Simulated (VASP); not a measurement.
# A VASP study of HgIr (revPBE + D3(BJ)): structure first, properties next, part 3 of 4

Wanted: the relaxed cell of HgIr and its properties. The cell is invented: it takes the structure of a Materials Project entry for ZnIr (space group 187 there), with some of its atoms replaced by other elements, volume scaled by an estimate. It may not be a known or stable phase.

VASP 6.6.1, plane waves and PAW; the level of theory is named at each step.

Still holding for the runs below: This run has no spin polarisation. Its electron count is odd, so without a moment it is a metal by construction.

So far. Step 3 (Full relaxation (revPBE + D3(BJ))): It ends with forces that vanish by symmetry and a pressure of 0.03 GPa. Step 4 (Single point with fields (revPBE + D3(BJ))): In this run the pressure is -0.01 GPa, small enough to go on; single stress components reach 0.02 GPa. The relaxed cell has a = 2.878, c = 4.651 Å (conventional setting).

## 5. Bands along the symmetry lines (revPBE + D3(BJ))

Level of this step: revPBE with D3(BJ); plane waves and PAW (Hg, Ir); invented cell (VASP).

Levels along the symmetry lines show where the bands peak and cross; KPOINTS_OPT computes them in the converged potential.

File INCAR:

```
SYSTEM = HgIr
PREC = Accurate
ENCUT = 400
EDIFF = 1E-06
NELM = 100
ISMEAR = 1
SIGMA = 0.2
LREAL = .FALSE.
ALGO = Normal
GGA = RE
IVDW = 12
NBANDS = 22
LORBIT = 11
LWAVE = .FALSE.
LCHARG = .FALSE.
```

File POSCAR:

```
HgIr
1.0
    2.8783549287      0.0000000000      0.0000000000
   -1.4391774644      2.4927290308      0.0000000000
    0.0000000000      0.0000000000      4.6506731072
Hg Ir
1 1
Direct
    0.6666666700      0.3333333300      0.5000000000
    0.0000000000      0.0000000000      0.0000000000
```

File KPOINTS:

```
Automatic mesh
0
Gamma
9 9 5
0 0 0
```

File KPOINTS_OPT:

```
Line mode
16
Line-mode
Reciprocal
  0.00000000   0.00000000   0.00000000 GAMMA
  0.50000000   0.00000000   0.00000000 M

  0.50000000   0.00000000   0.00000000 M
  0.33333333   0.33333333   0.00000000 K

  0.33333333   0.33333333   0.00000000 K
  0.00000000   0.00000000   0.00000000 GAMMA

  0.00000000   0.00000000   0.00000000 GAMMA
  0.00000000   0.00000000   0.50000000 A

  0.00000000   0.00000000   0.50000000 A
  0.50000000   0.00000000   0.50000000 L

  0.50000000   0.00000000   0.50000000 L
  0.33333333   0.33333333   0.50000000 H

  0.33333333   0.33333333   0.50000000 H
  0.00000000   0.00000000   0.50000000 A

  0.50000000   0.00000000   0.50000000 L
  0.50000000   0.00000000   0.00000000 M

  0.33333333   0.33333333   0.00000000 K
  0.33333333   0.33333333   0.50000000 H
```

PAW data sets: Hg and Ir (PBE family, release 64).

Command:

```sh
> mpirun -np 1 vasp_std
```

What it wrote:

```text
[... set-up lines as in an earlier step ...]
 entering main loop
       N       E                     dE             d eps       ncg     rms          rms(c)
DAV:   1     0.151633255845E+03    0.15163E+03   -0.82661E+03  1616   0.747E+02
DAV:   2    -0.359329428401E+01   -0.15523E+03   -0.14388E+03  1698   0.245E+02
DAV:   3    -0.737182261158E+01   -0.37785E+01   -0.37595E+01  1952   0.437E+01
DAV:   4    -0.739803152331E+01   -0.26209E-01   -0.26203E-01  1836   0.340E+00
DAV:   5    -0.739856130240E+01   -0.52978E-03   -0.52977E-03  1952   0.502E-01    0.143E+01
DAV:   6    -0.695402388712E+01    0.44454E+00   -0.49688E-01  1838   0.953E+00    0.101E+01
DAV:   7    -0.686941161663E+01    0.84612E-01   -0.36685E-01  1896   0.525E+00    0.220E+00
DAV:   8    -0.685355649197E+01    0.15855E-01   -0.74921E-02  1890   0.240E+00    0.118E+00
DAV:   9    -0.685198005735E+01    0.15764E-02   -0.82313E-03  1830   0.104E+00    0.162E-01
DAV:  10    -0.685190828034E+01    0.71777E-04   -0.44450E-04  1896   0.145E-01    0.938E-02
DAV:  11    -0.685191615026E+01   -0.78699E-05   -0.24797E-05  1864   0.466E-02    0.112E-02
DAV:  12    -0.685191773694E+01   -0.15867E-05   -0.22271E-06  1788   0.110E-02    0.519E-03
DAV:  13    -0.685191782650E+01   -0.89561E-07   -0.30570E-07   984   0.531E-03
   1 F= -.92083756E+01 E0= -.92090556E+01  d E =0.204024E-02
 Start KPOINTS_OPT (optional k-point list driver)
k-point batch [1-36\144]
       N       E                     dE             ncg
DAV:   1     0.654249137204E+04   -0.15514E+05     1600
DAV:   2     0.120086060623E+04   -0.53416E+04     1692
DAV:   3     0.106754693345E+04   -0.13331E+03     1940
DAV:   4     0.106661392624E+04   -0.93301E+00     1874
DAV:   5     0.106659425457E+04   -0.19672E-01     1954
DAV:   6     0.106659370574E+04   -0.54884E-03     1982
DAV:   7     0.106659369045E+04   -0.15287E-04     1910
DAV:   8     0.106659369002E+04   -0.42807E-06     1342
[...]
k-point batch [109-144\144]
       N       E                     dE             ncg
DAV:   1     0.654201131078E+04   -0.20620E+05     1632
DAV:   2     0.131314652612E+04   -0.52289E+04     1734
DAV:   3     0.117515029933E+04   -0.13800E+03     1896
DAV:   4     0.117415454935E+04   -0.99575E+00     1832
DAV:   5     0.117413372508E+04   -0.20824E-01     1878
DAV:   6     0.117413311294E+04   -0.61214E-03     2002
DAV:   7     0.117413309682E+04   -0.16121E-04     1828
DAV:   8     0.117413309636E+04   -0.45989E-06     1304
```

It took 30 s on 1 MPI rank of AMD EPYC 9R14 (Zen 4), shared host; peak memory 0.13 GiB.

Parts of OUTCAR (step 5):

```text
   k-points           NKPTS =     36   k-points in BZ     NKDIM =     36   number of bands    NBANDS=     22

   NELECT =      21.0000    total number of electrons

 E-fermi :   6.6102

 k-point     1 :       0.0000    0.0000    0.0000
  band No.  band energies     occupation
    ...
      8       4.3703      2.00000
      9       4.3703      2.00000
     10       5.2923      2.00000
     11       6.5505      1.48120
     12       6.5505      1.48120
     13      10.2717     -0.00000
     14      20.9530      0.00000
     15      23.1846      0.00000
     16      23.5649      0.00000
     17      24.5038      0.00000
    ...

 Edisp (eV)   -2.35646

  Total       0.00651     0.00651     0.00436    -0.00000     0.00000     0.00000
  in kB       0.31247     0.31247     0.20922    -0.00000     0.00000     0.00000
  external pressure =        0.28 kB  Pullay stress =        0.00 kB

 POSITION                                       TOTAL-FORCE (eV/Angst)
 -----------------------------------------------------------------------------------
      1.43918      0.83091      2.32534         0.000000      0.000000      0.000000
      0.00000      0.00000      0.00000        -0.000000     -0.000000      0.000000
 -----------------------------------------------------------------------------------
    total drift:                               -0.000003      0.000003      0.000000

  FREE ENERGIE OF THE ION-ELECTRON SYSTEM (eV)
  ---------------------------------------------------
  free  energy   TOTEN  =        -9.2083755701 eV

  energy  without entropy=       -9.2104158070  energy(sigma->0) =       -9.20905565

[... 8 parts as in an earlier step ...]

[... 8 further parts left out ...]
```

Spin-orbit coupling is off here; it can split and shift levels that hold much weight on Hg and Ir by tenths of an eV or more.

This step gave:

* electronic steps: 13
* bands: 22
* pressure: 0.02781 GPa

Electronic bands along the path, in eV, zero at the Fermi level; # counts the bands kept in this run:

| point | #7 | #8 | #9 | #10 | #11 | #12 | #13 | #14 |
| --- | --- | --- | --- | --- | --- | --- | --- | --- |
| Γ | -4.43 | -2.24 | -2.24 | -1.32 | -0.06 | -0.06 | 3.66 | 14.34 |
| 0.47 of the way | -3.70 | -2.81 | -2.43 | -0.97 | -0.17 | 3.29 | 3.64 | 9.64 |
| M | -3.58 | -3.23 | -1.22 | -0.30 | 1.19 | 2.79 | 5.89 | 7.41 |
| 0.47 of the way | -3.33 | -2.49 | -1.61 | -0.80 | 1.05 | 2.74 | 6.22 | 7.18 |
| K | -2.62 | -2.59 | -1.68 | -1.39 | 1.33 | 3.06 | 3.16 | 9.76 |
| 0.53 of the way | -3.25 | -2.90 | -2.87 | -0.37 | -0.36 | 3.73 | 4.10 | 9.26 |
| Γ | -4.43 | -2.24 | -2.24 | -1.32 | -0.06 | -0.06 | 3.66 | 14.34 |
| 0.53 of the way | -5.42 | -2.79 | -2.14 | -2.14 | -0.07 | -0.07 | 6.98 | 13.72 |
| A | -6.63 | -3.25 | -2.05 | -2.05 | -0.10 | -0.10 | 10.91 | 12.41 |
| 0.47 of the way | -5.29 | -2.87 | -1.75 | -0.83 | -0.57 | -0.50 | 10.12 | 11.76 |
| L | -3.67 | -1.12 | -1.05 | -1.00 | 1.05 | 1.20 | 3.08 | 5.72 |
| 0.47 of the way | -3.48 | -2.07 | -1.30 | -0.33 | 0.51 | 3.36 | 3.38 | 5.63 |
| H | -3.01 | -2.96 | -2.36 | -0.41 | 2.73 | 3.83 | 5.30 | 5.44 |
| 0.47 of the way | -4.29 | -3.13 | -1.34 | -1.05 | -0.48 | 0.38 | 8.84 | 10.71 |
| A | -6.63 | -3.25 | -2.05 | -2.05 | -0.10 | -0.10 | 10.91 | 12.41 |
| jump to L | -3.67 | -1.12 | -1.05 | -1.00 | 1.05 | 1.20 | 3.08 | 5.72 |
| 0.53 of the way | -3.69 | -2.44 | -0.77 | -0.65 | 1.20 | 1.79 | 4.67 | 6.10 |
| M | -3.58 | -3.23 | -1.22 | -0.30 | 1.19 | 2.79 | 5.89 | 7.41 |
| jump to K | -2.62 | -2.59 | -1.68 | -1.39 | 1.33 | 3.06 | 3.16 | 9.76 |
| 0.47 of the way | -2.75 | -2.69 | -1.95 | -1.19 | 2.16 | 3.05 | 3.98 | 6.98 |
| H | -3.01 | -2.96 | -2.36 | -0.41 | 2.73 | 3.83 | 5.30 | 5.44 |

Of the projections kept (Hg, Ir), the largest for each band there, as a share of the weight inside these atoms' spheres; weight between the spheres isn't counted:

| point | #7 | #8 | #9 | #10 | #11 | #12 | #13 | #14 |
| --- | --- | --- | --- | --- | --- | --- | --- | --- |
| Γ | Ir 0.79 | Ir 1.00 | Ir 1.00 | Hg 0.51 | Ir 0.98 | Ir 0.98 | Ir 0.66 | Hg 0.64 |
| M | Ir 0.85 | Ir 0.73 | Hg 0.73 | Ir 0.92 | Ir 1.00 | Ir 0.78 | Ir 0.63 | Ir 0.52 |
| K | Ir 0.63 | Ir 0.92 | Ir 0.72 | Ir 0.83 | Hg 0.60 | Hg 0.65 | Ir 0.79 | Ir 0.52 |
| Γ | Ir 0.79 | Ir 1.00 | Ir 1.00 | Hg 0.51 | Ir 0.98 | Ir 0.98 | Ir 0.66 | Hg 0.64 |
| A | Hg 0.97 | Ir 0.91 | Ir 0.96 | Ir 0.96 | Ir 0.98 | Ir 0.98 | Hg 0.51 | Ir 0.64 |
| L | Hg 0.51 | Hg 0.83 | Ir 0.97 | Ir 0.86 | Ir 0.80 | Ir 1.00 | Hg 0.61 | Ir 0.90 |

There is no gap at this level.

## 6. Density of states (revPBE + D3(BJ))

A density of states needs more k-points than a total energy, and tetrahedra (ISMEAR = -5) or a smearing that fits the mesh; LORBIT projects the states on the PAW spheres. The mesh is finer than in the run before.

Edit INCAR of step 5 so:

```diff
@@ -5,3 +5,3 @@
 NELM = 100
-ISMEAR = 1
+ISMEAR = -5
 SIGMA = 0.2
@@ -15 +15,2 @@
 LCHARG = .FALSE.
+NEDOS = 2001
```

POSCAR is that of step 5.

File KPOINTS:

```
Automatic mesh
0
Gamma
13 13 7
0 0 0
```

Command:

```sh
> mpirun -np 1 vasp_std
```

What it wrote:

```text
[... set-up lines as in an earlier step ...]
 entering main loop
       N       E                     dE             d eps       ncg     rms          rms(c)
DAV:   1     0.148333061892E+03    0.14833E+03   -0.83171E+03  3808   0.745E+02
DAV:   2    -0.366307996517E+01   -0.15200E+03   -0.14074E+03  4032   0.244E+02
DAV:   3    -0.740709278966E+01   -0.37440E+01   -0.37264E+01  4520   0.437E+01
DAV:   4    -0.743308569662E+01   -0.25993E-01   -0.25972E-01  4294   0.340E+00
DAV:   5    -0.743360787177E+01   -0.52218E-03   -0.52182E-03  4554   0.496E-01    0.143E+01
DAV:   6    -0.698651113026E+01    0.44710E+00   -0.50110E-01  4294   0.959E+00    0.100E+01
DAV:   7    -0.690006855828E+01    0.86443E-01   -0.34587E-01  4374   0.514E+00    0.220E+00
DAV:   8    -0.688759034101E+01    0.12478E-01   -0.58001E-02  4398   0.215E+00    0.112E+00
DAV:   9    -0.688613711193E+01    0.14532E-02   -0.76026E-03  4230   0.994E-01    0.171E-01
DAV:  10    -0.688603959262E+01    0.97519E-04   -0.38523E-04  4464   0.148E-01    0.971E-02
DAV:  11    -0.688605288886E+01   -0.13296E-04   -0.23656E-05  4360   0.439E-02    0.104E-02
DAV:  12    -0.688605689627E+01   -0.40074E-05   -0.19502E-06  4262   0.113E-02    0.704E-03
DAV:  13    -0.688605673142E+01    0.16485E-06   -0.18338E-07  2190   0.439E-03
   1 F= -.92425145E+01 E0= -.92425145E+01  d E =0.000000E+00
 -----------------------------------------------------------------------------
|                                                                             |
|           W    W    AA    RRRRR   N    N  II  N    N   GGGG   !!!           |
|           W    W   A  A   R    R  NN   N  II  NN   N  G    G  !!!           |
|           W    W  A    A  R    R  N N  N  II  N N  N  G       !!!           |
|           W WW W  AAAAAA  RRRRR   N  N N  II  N  N N  G  GGG   !            |
|           WW  WW  A    A  R   R   N   NN  II  N   NN  G    G                |
|           W    W  A    A  R    R  N    N  II  N    N   GGGG   !!!           |
|                                                                             |
|     Tetrahedron method does not include variations of the Fermi             |
|     occupations, so forces and stress will be inaccurate. We suggest        |
|     using a different smearing scheme ISMEAR = 1 or 2 for metals in         |
|     relaxations.                                                            |
|                                                                             |
 -----------------------------------------------------------------------------
```

Run time: 23 s. Hardware: 1 MPI rank; peak memory 0.15 GiB.

From OUTCAR (step 6):

```text
   k-points           NKPTS =     84   k-points in BZ     NKDIM =     84   number of bands    NBANDS=     22

   NELECT =      21.0000    total number of electrons

 E-fermi :   6.6619

 k-point     1 :       0.0000    0.0000    0.0000
  band No.  band energies     occupation
    ...
      8       4.3998      2.00000
      9       4.3998      2.00000
     10       5.2854      2.00000
     11       6.5521      2.00000
     12       6.5521      0.65129
     13      10.2630      0.00000
     14      20.9598      0.00000
     15      23.1839      0.00000
     16      23.5699      0.00000
     17      24.4953      0.00000
    ...

 Edisp (eV)   -2.35646

  Total       0.02653     0.02653    -0.23859    -0.00000    -0.00000     0.00000
  in kB       1.27406     1.27406   -11.45572    -0.00000    -0.00000     0.00000
  external pressure =       -2.97 kB  Pullay stress =        0.00 kB

  FREE ENERGIE OF THE ION-ELECTRON SYSTEM (eV)
  ---------------------------------------------------
  free  energy   TOTEN  =        -9.2425144751 eV

  energy  without entropy=       -9.2425144751  energy(sigma->0) =       -9.24251448

[... 7 parts as in an earlier step ...]

[... 10 further parts left out ...]
```

With tetrahedra the forces and stress of a metal are not exact derivatives of the energy.

Numbers from this step:

```
irreducible k points                                 : 84
free energy (TOTEN)                                  : -9.243 eV
Fermi energy                                         : 6.662 eV
pressure                                             : -0.2969 GPa
DOS at the Fermi level, one point of the energy grid : 0.9744 states/eV/cell
```

The density of states has structure finer than the step of the table below, so its rows give means over 1 eV, whole bins alone (the curve runs from -12.0 to 7.99 eV). Peaks (eV: height): total -8.4: 5.63, -7.6: 12.9, -7.1: 6.65, -6.8: 3.91, -2.9: 3.38, -0.3: 3.38; Ir d -7.6: 1.15, -2.9: 2.35, -2.2: 1.83, -1.8: 2.09, -0.8: 2.21, -0.3: 2.94, 1.1: 1.30; Hg d -8.4: 4.40, -7.6: 9.74, -7.1: 5.70, -6.8: 3.51.

States under -12.0 eV and over 8.0 eV are left out. The density of states by energy, zero at the Fermi level; means over each step; values in states/eV/cell:

| energy (eV) | total | Ir d | Hg d |
| --- | --- | --- | --- |
| -11 | 0.0235 | 2.2e-4 | 0.00166 |
| -10 | 0.245 | 0.00280 | 0.0472 |
| -9 | 2.28 | 0.0619 | 1.64 |
| -8 | 4.36 | 0.184 | 3.43 |
| -7 | 3.44 | 0.102 | 2.88 |
| -6 | 0.794 | 0.0391 | 0.563 |
| -5 | 0.879 | 0.308 | 0.203 |
| -4 | 1.63 | 0.912 | 0.217 |
| -3 | 1.99 | 1.31 | 0.134 |
| -2 | 2.12 | 1.46 | 0.146 |
| -1 | 2.23 | 1.68 | 0.147 |
| 0 | 1.58 | 1.30 | 0.0723 |
| 1 | 1.15 | 0.767 | 0.0515 |
| 2 | 0.537 | 0.243 | 0.0353 |
| 3 | 0.651 | 0.236 | 0.0363 |
| 4 | 0.523 | 0.129 | 0.0342 |
| 5 | 0.847 | 0.160 | 0.0561 |
| 6 | 0.598 | 0.0929 | 0.0477 |
| 7 | 0.809 | 0.113 | 0.0715 |

The finer mesh and the other smearing move the Fermi level by +0.05 eV from the 9×9×5 run, one measure of the sampling error in the zero of the bands above. Of the states within 0.3 eV of the Fermi level, the largest shares in the PAW spheres are Ir d 82 %. The rest lies in smaller channels or between the spheres.

[end of part 3 of 4]

[Lines on the potential files, build, host, timing and source positions are cut from VASP's logs without a mark.]

[Logs are printed without paths, hosts, clocks, repeated set-up lines and the standing remarks that a program may print on its own settings, such as how far it seeks lower states.]

[Hosts, paths, dates, database ids (printed as entryN), source tags and the programs' standing remarks are cut or masked in the printed files.]

[A measured line is paired with the nearest computed mode of its activity, which favours agreement.]

[In band tables of VASP the shares of atoms and orbitals are scaled to a sum of 1 inside the atoms' spheres.]
